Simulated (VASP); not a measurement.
Level of theory: PBE GGA, VASP's PBE PAW potentials (set 64) (plane waves; VASP).

Input for VASP

KPOINTS:
```
kpoints
0
gamma
 13 13 7
```

File POSCAR:
```
BN
1
    2.5550770556     0.0000000000     0.0000000000
   -1.2775385278     2.2127618604     0.0000000000
    0.0000000000     0.0000000000     4.2253909680
B N
2 2
Direct
  0.3333330000   0.6666670000   0.0000000000
  0.6666670000   0.3333330000   0.5000000000
  0.3333330000   0.6666670000   0.3750000000
  0.6666670000   0.3333330000   0.8750000000
```

### INCAR
```
SYSTEM=BN
PREC=Normal; ENCUT=450; LREAL=.FALSE.
LASPH=.TRUE.
EDIFF=1E-5; NELM=100; NELMIN=4
ALGO=Fast
ISMEAR=0; SIGMA=0.05
GGA=PE
IBRION=2; NSW=20; ISIF=2
EDIFFG=-0.03
LWAVE=.FALSE.; LCHARG=.FALSE.
```

POTCAR, in this order: B N (PBE.64 set). Program: vasp_std.

The run wrote:

**OUTCAR**
```
 ion  position               nearest neighbor table
   1  0.333  0.667  0.000-   4 1.57   4 1.57   4 1.57   3 1.58
   2  0.667  0.333  0.500-   3 1.57   3 1.57   3 1.57   4 1.58
   3  0.333  0.667  0.375-   2 1.57   2 1.57   2 1.57   1 1.58
   4  0.667  0.333  0.875-   1 1.57   1 1.57   1 1.57   2 1.58
  LATTYP: Found a hexagonal cell.
 ALAT       =     2.5550770556
 C/A-ratio  =     1.6537234988
 Subroutine PRICEL returns:
 Original cell was already a primitive cell.
 Subroutine GETGRP returns: Found 12 space group operations
The static configuration has the point symmetry C_3v.
 The point group associated with its full space group is C_6v.
The dynamic configuration has the point symmetry C_3v.
 Subroutine INISYM returns: Found 12 space group operations
 Subroutine IBZKPT returns following result:
 Found     84 irreducible k-points:

 Following reciprocal coordinates:
            Coordinates               Weight
  0.000000  0.000000  0.000000      1.000000
  0.076923  0.000000  0.000000      6.000000
  0.153846  0.000000  0.000000      6.000000
  0.230769  0.000000  0.000000      6.000000
  0.307692  0.000000  0.000000      6.000000
  0.384615  0.000000  0.000000      6.000000
  0.461538  0.000000  0.000000      6.000000
  0.076923  0.076923  0.000000      6.000000
  0.153846  0.076923  0.000000     12.000000
  0.230769  0.076923  0.000000     12.000000
  0.307692  0.076923  0.000000     12.000000
  0.384615  0.076923  0.000000     12.000000
  0.461538  0.076923  0.000000      6.000000
  0.153846  0.153846  0.000000      6.000000
  0.230769  0.153846  0.000000     12.000000
  0.307692  0.153846  0.000000     12.000000
  0.384615  0.153846  0.000000     12.000000
  0.230769  0.230769  0.000000      6.000000
  0.307692  0.230769  0.000000     12.000000
  0.384615  0.230769  0.000000      6.000000
  0.307692  0.307692  0.000000      6.000000
  0.000000  0.000000  0.142857      2.000000
  0.076923  0.000000  0.142857     12.000000
  0.153846  0.000000  0.142857     12.000000
  0.230769  0.000000  0.142857     12.000000
  0.307692  0.000000  0.142857     12.000000
  0.384615  0.000000  0.142857     12.000000
  0.461538  0.000000  0.142857     12.000000
  0.076923  0.076923  0.142857     12.000000
  0.153846  0.076923  0.142857     24.000000
  0.230769  0.076923  0.142857     24.000000
  0.307692  0.076923  0.142857     24.000000
  0.384615  0.076923  0.142857     24.000000
  0.461538  0.076923  0.142857     12.000000
  0.153846  0.153846  0.142857     12.000000
  0.230769  0.153846  0.142857     24.000000
  0.307692  0.153846  0.142857     24.000000
  0.384615  0.153846  0.142857     24.000000
  0.230769  0.230769  0.142857     12.000000
  0.307692  0.230769  0.142857     24.000000
   k-points           NKPTS =     84   k-points in BZ     NKDIM =     84   number of bands    NBANDS=     12
   number of dos      NEDOS =    301   number of ions     NIONS =      4
   total plane-waves  NPLWV =   4704
   dimension x,y,z NGX =    14 NGY =   14 NGZ =   24
   dimension x,y,z NGXF=    28 NGYF=   28 NGZF=   48
   ions per type =               2   2
   PREC   = normal    normal or accurate (medium, high low for compatibility)
   ISTART =      0    job   : 0-new  1-cont  2-samecut
   ICHARG =      2    charge: 1-file 2-atom 10-const
   ISPIN  =      1    spin polarized calculation?
   LNONCOLLINEAR =      F non collinear calculations
   LSORBIT =      F    spin-orbit coupling
   INIWAV =      1    electr: 0-lowe 1-rand  2-diag
   ENCUT  =  450.0 eV  33.07 Ry    5.75 a.u.   4.42  4.42  7.31*2*pi/ulx,y,z
   NELM   =    100;   NELMIN=  4; NELMDL= -5     # of ELM steps
...
```

OSZICAR:
```
       N       E                     dE             d eps       ncg     rms          rms(c)
DAV:   1     0.406111977318E+02    0.40611E+02   -0.80895E+03  2024   0.115E+03
DAV:   2    -0.346559904155E+02   -0.75267E+02   -0.70336E+02  2792   0.242E+02
DAV:   3    -0.367359652436E+02   -0.20800E+01   -0.20730E+01  2676   0.418E+01
DAV:   4    -0.367481170959E+02   -0.12152E-01   -0.12145E-01  2496   0.324E+00
DAV:   5    -0.367482843282E+02   -0.16723E-03   -0.16701E-03  2624   0.331E-01    0.942E+00
RMM:   6    -0.349565096370E+02    0.17918E+01   -0.42176E+00  2016   0.156E+01    0.458E+00
RMM:   7    -0.348827621035E+02    0.73748E-01   -0.11717E+00  2016   0.850E+00    0.276E+00
RMM:   8    -0.349019813680E+02   -0.19219E-01   -0.51921E-01  2016   0.548E+00    0.153E+00
RMM:   9    -0.348402874519E+02    0.61694E-01   -0.96163E-02  2016   0.293E+00    0.417E-01
RMM:  10    -0.348414440218E+02   -0.11566E-02   -0.70861E-02  2016   0.189E+00    0.295E-01
RMM:  11    -0.348394682016E+02    0.19758E-02   -0.76209E-03  2016   0.872E-01    0.514E-02
RMM:  12    -0.348395207681E+02   -0.52566E-04   -0.48922E-04  2024   0.209E-01    0.316E-02
RMM:  13    -0.348395281824E+02   -0.74143E-05   -0.63339E-05  1784   0.609E-02
   1 F= -.34839528E+02 E0= -.34839528E+02  d E =-.348395E+02
       N       E                     dE             d eps       ncg     rms          rms(c)
DAV:   1    -0.348394656145E+02    0.55154E-04   -0.35347E-02  2668   0.180E+00    0.404E-02
RMM:   2    -0.348394972409E+02   -0.31626E-04   -0.47655E-04  2016   0.216E-01    0.225E-02
RMM:   3    -0.348394922694E+02    0.49715E-05   -0.50248E-05  1749   0.745E-02    0.815E-03
RMM:   4    -0.348394924166E+02   -0.14725E-06   -0.70972E-06  1247   0.248E-02
   2 F= -.34839492E+02 E0= -.34839492E+02  d E =0.357657E-04
       N       E                     dE             d eps       ncg     rms          rms(c)
DAV:   1    -0.348395813109E+02   -0.89042E-04   -0.10647E-02  2384   0.987E-01    0.219E-02
RMM:   2    -0.348395903330E+02   -0.90221E-05   -0.13698E-04  1936   0.116E-01    0.123E-02
RMM:   3    -0.348395885935E+02    0.17395E-05   -0.14222E-05  1250   0.399E-02    0.375E-03
RMM:   4    -0.348395886583E+02   -0.64795E-07   -0.15195E-06  1168   0.119E-02
   3 F= -.34839589E+02 E0= -.34839589E+02  d E =-.604759E-04
```

### OUTCAR
```
------------------------ aborting loop because EDIFF is reached ----------------------------------------
  FORCE on cell =-STRESS in cart. coord.  units (eV):
  Direction    XX          YY          ZZ          XY          YZ          ZX
  --------------------------------------------------------------------------------------
  Total       -0.1769990     -0.1769990     -0.1818625     -0.0000000      0.0000000      0.0000000
  in kB      -11.8706867    -11.8706891    -12.1968639     -0.0000000      0.0000000      0.0000000
  external PRESSURE =     -11.9794132 kB  Pullay stress =       0.0000000 kB
  volume of cell :       23.89
      direct lattice vectors                 reciprocal lattice vectors
     2.555077056  0.000000000  0.000000000     0.391377629  0.225961957  0.000000000
    -1.277538528  2.212761860  0.000000000     0.000000000  0.451923914  0.000000000
     0.000000000  0.000000000  4.225390968     0.000000000  0.000000000  0.236664490
  FREE ENERGIE OF THE ION-ELECTRON SYSTEM (eV)
  ---------------------------------------------------
  free  energy   TOTEN  =       -34.8395886583 eV

  energy  without entropy=      -34.8395886583  energy(sigma->0) =      -34.83958866

 reached required accuracy - stopping structural energy minimisation
```
(Selected blocks of OUTCAR.)

### CONTCAR
```
BN
   1.00000000000000
     2.5550770556000000    0.0000000000000000    0.0000000000000000
    -1.2775385278000000    2.2127618604000001    0.0000000000000000
     0.0000000000000000    0.0000000000000000    4.2253909680000001
  B               N
     2     2
Direct
     0.3333330000000032    0.6666669999999968    0.0002002683532489
     0.6666669999999968    0.3333330000000032    0.5002002683532489
     0.3333330000000032    0.6666669999999968    0.3747997316467511
     0.6666669999999968    0.3333330000000032    0.8747997316467511
```

At this cut-off the stress carries a Pulay error, which pulls relaxed volumes low.

The compound is BN in the wurtzite structure, a metastable high-pressure form. This run relaxes the ions in a fixed cell. Symmetry was kept, so distortions that lower it aren't found.
